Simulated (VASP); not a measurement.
# SiB (P4mm) in VASP: relaxation of cell and atoms with PBE

Aim: the relaxation of cell and atoms of SiB with PBE.

All numbers are computed with VASP 6.6.1; they aren't measurements. Logs are shortened: lines on timing, memory, paths and dates and some standing lists are left out, and cuts for length are marked.

## 1. The crystal as given

It takes space group P4mm (No. 99, tetragonal). Conventional cell: a = 2.315 Å, b = 2.315 Å, c = 4.987 Å, α = 90.00°, β = 90.00°, γ = 90.00°. Si (site symmetry 4mm) has 4 Si at 2.31 Å and 2 B at 2.43 to 2.55 Å as nearest neighbours. B (site symmetry 4mm) is surrounded by 4 B at 2.31 Å and 2 Si at 2.43 to 2.55 Å.

The cell was built by a generator and needn't be a form met in nature.

## 2. Relaxation of cell and atoms, PBE

INCAR reads:

```
SYSTEM = SiB
PREC     = Normal         ! precision mode
ENCUT    = 520            ! plane-wave cutoff, eV
EDIFF    = 1E-4           ! SCF threshold, eV
ISMEAR   = 0              ! smearing method
SIGMA    = 0.15           ! smearing width, eV
LREAL    = .FALSE.        ! projectors in reciprocal space
LASPH    = .TRUE.         ! aspherical terms in the spheres
NELM     = 60             ! most SCF steps
ALGO     = Fast           ! electronic algorithm
ISIF     = 3              ! what is computed and relaxed
LWAVE    = .FALSE.        ! write WAVECAR
LCHARG   = .FALSE.        ! write CHGCAR
GGA      = PE             ! functional
IBRION   = 2              ! ionic algorithm
NSW      = 24             ! ionic steps
EDIFFG   = -0.08          ! ionic threshold
```

KPOINTS reads:

```
Automatic mesh
0
G
  9 9 4
  0 0 0
```

POSCAR reads:

```
SiB
1.0
    2.3148272100      0.0000000000      0.0000000000
    0.0000000000      2.3148272100      0.0000000000
    0.0000000000      0.0000000000      4.9871358700
Si B
1 1
Direct
    0.5000000000      0.5000000000      0.6166776700
    0.5000000000      0.5000000000      0.1044162500
```

Potentials or basis: VASP PAW PBE potentials, release 64 (Si, B).

Launch:

```bash
$ cat potpaw_PBE.64/Si/POTCAR potpaw_PBE.64/B/POTCAR > POTCAR
$ mpirun -np 1 vasp_std > vasp.out
```

OUTCAR:

```text
SYSTEM = SiB
   PREC = Normal
   ENCUT = 520
   EDIFF = 1E-4
   ISMEAR = 0
   LREAL = .FALSE.
   LASPH = .TRUE.
   NELM = 60
   ISIF = 3
   GGA = PE
   IBRION = 2
   NSW = 24
   EDIFFG = -0.08

 ion  position               nearest neighbor table
   1  0.500  0.500  0.617-   2 2.43   2 2.55
   2  0.500  0.500  0.104-   1 2.43   1 2.55

  LATTYP: Found a simple tetragonal cell.
 ALAT       =     2.3148272100
 C/A-ratio  =     2.1544311595

  Lattice vectors:

 A1 = (   2.3148272100,   0.0000000000,   0.0000000000)
 A2 = (   0.0000000000,   2.3148272100,   0.0000000000)
 A3 = (   0.0000000000,   0.0000000000,   4.9871358700)

Analysis of symmetry for initial positions (statically):
=====================================================================
 Subroutine PRICEL returns:
 Original cell was already a primitive cell.

 Routine SETGRP: Setting up the symmetry group for a
 simple tetragonal supercell.

 Subroutine GETGRP returns: Found  8 space group operations
 (whereof  8 operations were pure point group operations)
 out of a pool of 16 trial point group operations.

The static configuration has the point symmetry C_4v.

Analysis of symmetry for dynamics (positions and initial velocities):
=====================================================================
 Subroutine PRICEL returns:
 Original cell was already a primitive cell.

 Routine SETGRP: Setting up the symmetry group for a
 simple tetragonal supercell.

 Subroutine GETGRP returns: Found  8 space group operations
 (whereof  8 operations were pure point group operations)
 out of a pool of 16 trial point group operations.

The dynamic configuration has the point symmetry C_4v.

 Subroutine INISYM returns: Found  8 space group operations
 (whereof  8 operations are pure point group operations),
 and found     1 'primitive' translations

----------------------------------------------------------------------------------------

                                     Primitive cell

  volume of cell :      26.7232

  direct lattice vectors                    reciprocal lattice vectors
     2.314827210  0.000000000  0.000000000     0.431997687  0.000000000  0.000000000
     0.000000000  2.314827210  0.000000000     0.000000000  0.431997687  0.000000000
     0.000000000  0.000000000  4.987135870     0.000000000  0.000000000  0.200515893

  length of vectors
     2.314827210  2.314827210  4.987135870     0.431997687  0.431997687  0.200515893

  position of ions in fractional coordinates (direct lattice)
     0.500000000  0.500000000  0.616677670
     0.500000000  0.500000000  0.104416250

  ion indices of the primitive-cell ions
   primitive index   ion index
                 1           1
                 2           2

----------------------------------------------------------------------------------------

 KPOINTS: Automatic mesh

Automatic generation of k-mesh.
 Grid dimensions read from file:
 generate k-points for:    9    9    4

 Generating k-lattice:

  Cartesian coordinates                     Fractional coordinates (reciprocal lattice)
     0.047999743  0.000000000  0.000000000     0.111111111  0.000000000  0.000000000
     0.000000000  0.047999743  0.000000000     0.000000000  0.111111111  0.000000000
     0.000000000  0.000000000  0.050128973     0.000000000  0.000000000  0.250000000

  Length of vectors
     0.047999743  0.047999743  0.050128973

  Shift w.r.t. Gamma in fractional coordinates (k-lattice)
     0.000000000  0.000000000  0.000000000

 Subroutine IBZKPT returns following result:
 ===========================================

 Found     45 irreducible k-points:

 Following reciprocal coordinates:
            Coordinates               Weight
  0.000000  0.000000  0.000000      1.000000
  0.111111  0.000000  0.000000      4.000000
  0.222222  0.000000  0.000000      4.000000
  0.333333  0.000000  0.000000      4.000000
  0.444444  0.000000  0.000000      4.000000
  0.111111  0.111111  0.000000      4.000000
[... 16 lines left out ...]
  0.333333  0.111111  0.250000     16.000000
  0.444444  0.111111  0.250000     16.000000
 [... further k-points ...]
   k-points           NKPTS =     45   k-points in BZ     NKDIM =     45   number of bands    NBANDS=      7
   number of dos      NEDOS =    301   number of ions     NIONS =      2
   total plane-waves  NPLWV =   5488
   dimension x,y,z NGX =    14 NGY =   14 NGZ =   28
   dimension x,y,z NGXF=    28 NGYF=   28 NGZF=   56
   ions per type =               1   1
   NGX,Y,Z   is equivalent  to a cutoff of  10.05, 10.05,  9.33 a.u.
   NGXF,Y,Z  is equivalent  to a cutoff of  20.11, 20.11, 18.67 a.u.
 SYSTEM =  SiB
   PREC   = normal    normal or accurate (medium, high low for compatibility)
   ISTART =      0    job   : 0-new  1-cont  2-samecut
   ICHARG =      2    charge: 1-file 2-atom 10-const
   ISPIN  =      1    spin polarized calculation?
   LNONCOLLINEAR =      F non collinear calculations
   LSORBIT =      F    spin-orbit coupling
   LASPH  =      T    aspherical Exc in radial PAW
   ENCUT  =  520.0 eV  38.22 Ry    6.18 a.u.   4.30  4.30  9.27*2*pi/ulx,y,z
   NELM   =     60;   NELMIN=  2; NELMDL= -5     # of ELM steps
   EDIFF  = 0.1E-03   stopping-criterion for ELM
   LREAL  =      F    real-space projection
   EDIFFG = -.8E-01   stopping-criterion for IOM
   NSW    =     24    number of steps for IOM
   IBRION =      2    ionic relax: 0-MD 1-quasi-New 2-CG
   NFREE  =      1    steps in history (QN), initial steepest desc. (CG)
   ISIF   =      3    stress and relaxation
   ISYM   =      2    0-nonsym 1-usesym 2-fastsym
   POTIM  = 0.5000    time-step for ionic-motion
   TEBEG  =    0.0;   TEEND  =   0.0 temperature during run
   PSTRESS=    0.0 pullay stress
   NELECT =       7.0000    total number of electrons
   NUPDOWN=      -1.0000    fix difference up-down
   EMIN   =  10.00;   EMAX   =-10.00  energy-range for DOS
   EFERMI =   0.00;   METHOD = LEGACY
   ISMEAR =     0;   SIGMA  =   0.15  broadening in eV -4-tet -1-fermi 0-gaus
   EFERMI_NEDOS =   21; number of points for ismear=-14 and -15
   IALGO  =     68    algorithm
   IMIX   =      4    mixing-type and parameters
     AMIX     =   0.40;   BMIX     =  1.00
     AMIX_MAG =   1.60;   BMIX_MAG =  1.00
  volume/ion in A,a.u.               =      13.36        90.17
  Fermi-wavevector in a.u.,A,eV,Ry     =   1.047478  1.979446 14.928438  1.097209
  Thomas-Fermi vector in A             =   2.182359
   LORBIT       =      0    0 simple, 1 ext, 2 COOP (PROOUT), +10 PAW based schemes
   GGA     = PE    functional components
   LHFCALC =     F    Hartree Fock is set to
   AEXX    =    0.0000 exact exchange contribution
   IVDW    =     0    specifies the selected vdW correction
   LEPSILON=     F    determine dielectric tensor
   LRPA    =     F    only Hartree local field effects (RPA)
 conjugate gradient relaxation of ions
 non-spin polarized calculation
 RMM-DIIS sequential band-by-band and
 Gauss-broadening in eV      SIGMA  =   0.15
  energy-cutoff  :      520.00
  volume of cell :       26.72
 maximum number of plane-waves:       730
   NGX =  9   NGY =  9   NGZ = 19

--------------------------------------- Ionic step        1  -------------------------------------------

 number of electron       7.0000001 magnetization

 Free energy of the ion-electron system (eV)
  ---------------------------------------------------
  ext. energy  EPLUGINS =         0.00000000
  ---------------------------------------------------
  free energy    TOTEN  =        -9.34814949 eV

  energy without entropy =       -9.33580156  energy(sigma->0) =       -9.34197553

------------------------ aborting loop because EDIFF is reached ----------------------------------------

  FORCE on cell =-STRESS in cart. coord.  units (eV):
  Direction    XX          YY          ZZ          XY          YZ          ZX
  --------------------------------------------------------------------------------------
  -------------------------------------------------------------------------------------
  Total       -0.0263132     -0.0263132     -4.8340740      0.0000000      0.0000000      0.0000000
  in kB       -1.5775947     -1.5775947   -289.8247826      0.0000000      0.0000000      0.0000000
  external PRESSURE =     -97.6599907 kB  Pullay stress =       0.0000000 kB
[... 273 lines left out ...]
  energy  without entropy=       -9.9132055774  energy(sigma->0) =       -9.91998875

--------------------------------------- Ionic step        9  -------------------------------------------

 number of electron       7.0000001 magnetization

 Free energy of the ion-electron system (eV)
  ---------------------------------------------------
  ext. energy  EPLUGINS =         0.00000000
  ---------------------------------------------------
  free energy    TOTEN  =        -9.92817627 eV

  energy without entropy =       -9.91507182  energy(sigma->0) =       -9.92162404

 E-fermi :   7.5843     XC(G=0): -11.0740

 val. band max:        7.5542933785   @ k =   0.4444   0.3333   0.2500
 cond. band min:       7.6108171402   @ k =   0.3333   0.2222   0.5000
 fundamental gap:      0.0565237617
 Fermi energy:         7.5842930957

 k-point     1 :       0.0000    0.0000    0.0000
  band No.  band energies     occupation
      1      -6.3885      2.00000
      2       1.0581      2.00000
      3       1.5725      2.00000
      4      14.7246      0.00000
      5      14.7246      0.00000
      6      16.4549      0.00000
      7      19.5772      0.00000
[... 221 lines left out ...]
 k-point    24 :       0.4444    0.1111    0.2500
  band No.  band energies     occupation
      1      -1.0039      2.00000
      2       2.0330      2.00000
      3       2.6901      2.00000
      4       5.7308      2.00000
      5       9.5849      0.00000
      6      14.4588      0.00000
      7      15.1717      0.00000

 [... further k-points ...]

------------------------ aborting loop because EDIFF is reached ----------------------------------------

  FORCE on cell =-STRESS in cart. coord.  units (eV):
  Direction    XX          YY          ZZ          XY          YZ          ZX
  --------------------------------------------------------------------------------------
  -------------------------------------------------------------------------------------
  Total       -0.0099467     -0.0099467     -0.0816215      0.0000000      0.0000000      0.0000000
  in kB       -0.6781893     -0.6781893     -5.5651221      0.0000000      0.0000000      0.0000000
  external PRESSURE =      -2.3071669 kB  Pullay stress =       0.0000000 kB
[... 17 lines left out ...]
  FREE ENERGIE OF THE ION-ELECTRON SYSTEM (eV)
  ---------------------------------------------------
  free  energy   TOTEN  =        -9.9281762702 eV

  energy  without entropy=       -9.9150718188  energy(sigma->0) =       -9.92162404

 reached required accuracy - stopping structural energy minimisation
```

Wall time 7.3 s (1 thread of Intel Xeon 6975P-C (Granite Rapids), shared host); peak memory 0.12 GiB.

Results:

```
Free energy                            : -9.9282 eV
Relaxed volume                         : 11.75 Å³/atom
Relaxed cell                           : a = 2.362 Å, b = 2.362 Å, c = 4.213 Å, α = 90.00°, β = 90.00°, γ = 90.00°
Space group after relaxing (to 0.05 Å) : P4/mmm (No. 123)
Energy gained by relaxing              : 290.0 meV/atom
Ionic steps                            : 9
Pressure after relaxing                : -0.2 GPa
Largest force after relaxing           : 0.017 eV/Å
Band gap on the k mesh                 : none (metal or under the smearing width)
```

Forces in eV/Å, atoms in the order of the input:
```
Si   0.000  0.000 -0.017
B    0.000  0.000  0.017
```

Stress tensor (GPa, compression positive):
```
-0.07  0.00  0.00
 0.00 -0.07  0.00
 0.00  0.00 -0.56
```

The path:
```csv
step,energy change (eV),largest force (eV/Å),pressure (GPa),volume (Å³)
1,0.0000,0.0972,-9.77,26.72
2,-0.4905,0.4678,-1.19,23.58
3,-0.5371,0.7683,5.62,22.52
4,-0.5391,0.6915,4.22,22.72
5,-0.5734,0.0921,1.77,23.33
6,-0.5767,0.1364,1.95,23.19
7,-0.5767,0.1169,1.96,23.20
8,-0.5786,0.0315,-1.27,23.68
9,-0.5800,0.0167,-0.23,23.50
```

Final structure:
```
Si B
1.0
     2.36172    0.00000    0.00000
     0.00000    2.36172    0.00000
     0.00000    0.00000    4.21294
Si B
1 1
Direct
  0.50000 0.50000 0.61072
  0.50000 0.50000 0.11038
```

Levels at points of the mesh, in eV from the Fermi level:
| k point | band 1 | band 2 | band 3 | band 4 | band 5 | band 6 | band 7 |
| --- | --- | --- | --- | --- | --- | --- | --- |
| (0.00, 0.00, 0.00) | -13.97 | -6.53 | -6.01 | 7.14 | 7.14 | 8.87 | 11.99 |
| (0.00, 0.00, 0.50) | -12.91 | -10.90 | 1.00 | 3.92 | 7.62 | 7.62 | 9.13 |

Caveat: the relaxation stopped at a loose force limit of 0.08 eV/Å, so its end isn't a converged minimum.
